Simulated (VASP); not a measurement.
All values below come from PBE GGA, VASP's PBE PAW potentials (set 64) (plane waves; VASP).

Input for VASP

INCAR:
```
SYSTEM = Ag16S
PREC = Normal
ENCUT = 400
EDIFF = 1E-6
NELM = 100
ALGO = Normal
LREAL = .FALSE.
LASPH = .TRUE.
ISMEAR = 1
SIGMA = 0.1
GGA = PE
LMAXMIX = 4
LWAVE = .FALSE.
LCHARG = .FALSE.
NELMIN = 4
LDIPOL = .TRUE.
IDIPOL = 3
DIPOL = 0.5 0.5 0.5
LVHAR = .TRUE.
LORBIT = 11
```

File KPOINTS:
```
Automatic mesh
0
Gamma
5 5 1
0 0 0
```

### POSCAR
```
Ag16S
5.8654120
  0.9999999677   0.0000000000   0.0000000000
  0.0000000000   0.9999999677   0.0000000000
  0.0000000000   0.0000000000   3.4810747521
Ag S
16 1
Cartesian
  0.2499999919   0.2499999919   1.2225766045
  0.7499999757   0.2499999919   1.2155887793
  0.2499999919   0.7499999757   1.2155887793
  0.7499999757   0.7499999757   1.2186446488
  0.9981501971   0.9981501971   1.5641987069
  0.5018497544   0.9981501971   1.5641987069
  0.9981501971   0.5018497544   1.5641987069
  0.5018497544   0.5018497544   1.5641987069
  0.2499999919   0.2499999919   1.9052045661
  0.7499999757   0.2499999919   1.9137966687
  0.2499999919   0.7499999757   1.9137966687
  0.7499999757   0.7499999757   1.9305348168
  0.9953749814   0.9953749814   2.2707268185
  0.5046249701   0.9953749814   2.2707268185
  0.9953749814   0.5046249701   2.2707268185
  0.5046249701   0.5046249701   2.2707268185
  0.2499999919   0.2499999919   2.5033626789
```

POTCAR, in this order: Ag S (PBE.64 set). Program: vasp_std. Read from the step before: WAVECAR.

Q: What will the output report for the number of irreducible k-points (NKPTS), largest plane-wave count, number of space-group operations, FFT grid (NGX, NGY, NGZ)?

A: 
```
Quantity                                       Result
--------------------------------------  -------------
number of irreducible k-points (NKPTS)              6
largest plane-wave count                        12793
number of space-group operations                    8
FFT grid (NGX, NGY, NGZ)                30 × 30 × 100
```

The cell is a thin slab with vacuum, built from Ag (fcc): (100) face, S adsorbed.
